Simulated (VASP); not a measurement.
Given:

```
NbN
1.0
    0.00000     2.16657     2.16657
    2.16657     0.00000     2.16657
    2.16657     2.16657     0.00000
Nb N
1 1
Direct
  0.00000   0.00000   0.00000
  0.50000   0.50000   0.50000
```

These are PBEsol GGA, VASP's PBE PAW potentials (set 64) (plane waves; VASP 6.6.1) values and carry that method's errors. Numerical set-up: 520 eV cut-off, 14×14×14 Γ-centred mesh, first-order Methfessel-Paxton smearing of 0.10 eV, potentials Nb_sv N.

Q: What does the run give for the energy per atom (σ→0), pressure, band gap (on the k-mesh) with the smallest direct gap where there is one?

A: 
| Item | Result |
|---|---|
| band gap (on the k-mesh) | none (metal, semimetal or under 0.01 eV) |
| energy per atom (σ→0) | -1055.4 kJ/mol of atoms |
| pressure | 11.07 GPa |

Only differences to runs with the same potentials and settings are physical.

The compound is NbN in the rock salt structure, the cubic δ form, which competes with hexagonal ones. This cell is one point of a volume scan, at 0.97 of the reference volume. VASP warned that the highest band is occupied, so more bands are needed.
